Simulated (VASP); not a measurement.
These are PBE GGA, VASP's PBE PAW potentials (set 64) (plane waves; VASP) values and carry that method's errors.

VASP input:

**KPOINTS**
```
Regular mesh
0
G
  11 11 11
```

POSCAR:
```
Fe
2.4854930
 -0.5773502480   0.5773502480   0.5773502480
  0.5773502480  -0.5773502480   0.5773502480
  0.5773502480   0.5773502480  -0.5773502480
Fe
1
direct
  0.0000000000   0.0000000000   0.0000000000
```

### INCAR
```
# general
SYSTEM  = Fe
PREC    = Accurate
ENCUT   = 300   # plane-wave cut-off (eV)
LREAL   = .FALSE.   # projection in real space or not
LASPH   = .TRUE.   # aspherical one-centre terms

# electronic loop
EDIFF   = 1E-6   # SCF stop (eV)
NELM    = 100   # most electronic steps
ALGO    = Normal   # blocked Davidson
LMAXMIX = 4   # l cut-off of mixed one-centre charges

# smearing
ISMEAR  = -1   # Fermi-Dirac
SIGMA   = 0.1   # width (eV)

# functional
GGA     = PE   # PBE

# spin
ISPIN   = 2   # spin-polarised
MAGMOM  = 2.5

# ions
ISIF    = 2

# output
LWAVE   = .FALSE.
LCHARG  = .FALSE.
LORBIT  = 11   # lm-projected
```

POTCAR, in this order: Fe (PBE.64 set). Program: vasp_std.

Output

File OUTCAR:
```
 ion  position               nearest neighbor table
   1  0.000  0.000  0.000-
  LATTYP: Found a body centered cubic cell.
 ALAT       =     2.8700000000
 Subroutine PRICEL returns:
 Original cell was already a primitive cell.
 Subroutine GETGRP returns: Found 48 space group operations
The static configuration has the point symmetry O_h .
The dynamic configuration has the point symmetry O_h .
The overall configuration has the point symmetry O_h .
 Subroutine INISYM returns: Found 48 space group operations
 Subroutine IBZKPT returns following result:
 Found     56 irreducible k-points:

 Following reciprocal coordinates:
            Coordinates               Weight
  0.000000  0.000000  0.000000      1.000000
  0.090909  0.000000  0.000000     12.000000
  0.181818  0.000000  0.000000     12.000000
  0.272727  0.000000  0.000000     12.000000
  0.363636  0.000000  0.000000     12.000000
  0.454545  0.000000  0.000000     12.000000
  0.090909  0.090909  0.000000     24.000000
  0.181818  0.090909  0.000000     48.000000
  0.272727  0.090909  0.000000     48.000000
  0.363636  0.090909 -0.000000     48.000000
  0.454545  0.090909  0.000000     24.000000
  0.181818  0.181818  0.000000     24.000000
  0.272727  0.181818  0.000000     48.000000
  0.363636  0.181818  0.000000     48.000000
  0.272727  0.272727  0.000000     24.000000
  0.363636  0.272727  0.000000     24.000000
  0.090909  0.090909  0.090909      8.000000
  0.181818  0.090909  0.090909     24.000000
  0.272727  0.090909  0.090909     24.000000
  0.363636  0.090909  0.090909     24.000000
 -0.090909  0.090909  0.090909      6.000000
  0.181818  0.181818  0.090909     24.000000
  0.272727  0.181818  0.090909     48.000000
  0.363636  0.181818  0.090909     24.000000
...
```

OSZICAR:
```
       N       E                     dE             d eps       ncg     rms          rms(c)
DAV:   1     0.810866435470E+01    0.81087E+01   -0.29206E+03  2168   0.683E+02
DAV:   2    -0.909939146232E+01   -0.17208E+02   -0.15718E+02  2021   0.103E+02
DAV:   3    -0.925783652280E+01   -0.15845E+00   -0.15833E+00  2311   0.127E+01
DAV:   4    -0.925852601959E+01   -0.68950E-03   -0.68947E-03  2170   0.831E-01
DAV:   5    -0.925853231958E+01   -0.63000E-05   -0.62997E-05  2221   0.717E-02    0.108E+01
DAV:   6    -0.834941975606E+01    0.90911E+00   -0.13726E+01  2120   0.548E+01    0.587E+00
DAV:   7    -0.826748124091E+01    0.81939E-01   -0.96077E-01  2119   0.140E+01    0.330E+00
DAV:   8    -0.826260133717E+01    0.48799E-02   -0.96338E-03  2434   0.758E-01    0.146E+00
DAV:   9    -0.825576472168E+01    0.68366E-02   -0.86142E-03  2471   0.690E-01    0.356E-01
DAV:  10    -0.825602294755E+01   -0.25823E-03   -0.16163E-03  2155   0.416E-01    0.127E-01
DAV:  11    -0.825602006940E+01    0.28782E-05   -0.21672E-04  2141   0.180E-01    0.444E-02
DAV:  12    -0.825602292000E+01   -0.28506E-05   -0.55698E-06  2100   0.365E-02    0.163E-02
DAV:  13    -0.825602456022E+01   -0.16402E-05   -0.13587E-06  1523   0.933E-03    0.396E-03
DAV:  14    -0.825602420882E+01    0.35140E-06   -0.10328E-07  1019   0.338E-03
   1 F= -.82560242E+01 E0= -.82394411E+01  d E =-.331663E-01  mag=     2.2711
```

**OUTCAR**
```
------------------------ aborting loop because EDIFF is reached ----------------------------------------
  FORCE on cell =-STRESS in cart. coord.  units (eV):
  Direction    XX          YY          ZZ          XY          YZ          ZX
  --------------------------------------------------------------------------------------
  Total       -0.4953985     -0.4953985     -0.4953985      0.0000000      0.0000000     -0.0000000
  in kB      -67.1505567    -67.1505567    -67.1505567      0.0000000      0.0000000     -0.0000000
  external PRESSURE =     -67.1505567 kB  Pullay stress =       0.0000000 kB
  volume of cell :       11.82
      direct lattice vectors                 reciprocal lattice vectors
    -1.435000000  1.435000000  1.435000000     0.000000000  0.348432056  0.348432056
     1.435000000 -1.435000000  1.435000000     0.348432056  0.000000000  0.348432056
     1.435000000  1.435000000 -1.435000000     0.348432056  0.348432056  0.000000000
 POSITION                                       TOTAL-FORCE (eV/Angst)
 -----------------------------------------------------------------------------------
      0.00000      0.00000      0.00000         0.000000     -0.000000      0.000000
 -----------------------------------------------------------------------------------
    total drift:                               -0.000000     -0.000000      0.000000
  FREE ENERGIE OF THE ION-ELECTRON SYSTEM (eV)
  ---------------------------------------------------
  free  energy   TOTEN  =        -8.2560242088 eV

  energy  without entropy=       -8.2228578928  energy(sigma->0) =       -8.23944105

 total charge

# of ion       s       p       d       tot
------------------------------------------
    1        0.472   0.507   6.204   7.182

 magnetization (x)

# of ion       s       p       d       tot
------------------------------------------
    1       -0.013  -0.054   2.343   2.275
```
(Selected blocks of OUTCAR.)

**OUTCAR**
```
 val. band max:        5.4021609018   @ k =  -0.4545  -0.4545   0.2727

 cond. band min:       5.4170032113   @ k =  -0.4545   0.4545   0.4545


 Fermi energy:         5.4080886630

 spin component 1

 k-point     1 :       0.0000    0.0000    0.0000
  band No.  band energies     occupation
      1      -2.7781      1.00000
      2       3.1863      1.00000
      3       3.1863      1.00000
      4       3.1863      1.00000
      5       4.3315      0.99998
      6       4.3315      0.99998
      7      30.0589      0.00000
      8      30.0589      0.00000
      9      30.0589      0.00000

 k-point     2 :       0.0909    0.0000    0.0000
  band No.  band energies     occupation
      1      -2.4481      1.00000
      2       3.1005      1.00000
      3       3.1772      1.00000
      4       3.3585      1.00000
      5       4.2523      0.99999
      6       4.3391      0.99998
      7      27.9800      0.00000
      8      29.4959      0.00000
      9      29.7934      0.00000

 k-point     3 :       0.1818    0.0000    0.0000
  band No.  band energies     occupation
      1      -1.5176      1.00000
      2       2.8750      1.00000
      3       3.1021      1.00000
      4       3.8399      1.00000
      5       4.1518      1.00000
      6       4.3639      0.99997
      7      24.0018      0.00000
      8      27.7437      0.00000
      9      29.2757      0.00000

 k-point     4 :       0.2727    0.0000    0.0000
  band No.  band energies     occupation
      1      -0.2613      1.00000
      2       2.5898      1.00000
      3       3.1044      1.00000
      4       4.2097      0.99999
      5       4.4090      0.99995
      6       4.5209      0.99986
      7      19.7609      0.00000
      8      25.8110      0.00000
      9      28.2409      0.00000

 k-point     5 :       0.3636    0.0000    0.0000
  band No.  band energies     occupation
      1       0.5621      1.00000
...
```

At this cut-off the stress carries a Pulay error, which pulls relaxed volumes low.

The structure is a typed Fe crystal (Im-3m). The cell was not relaxed at this level.
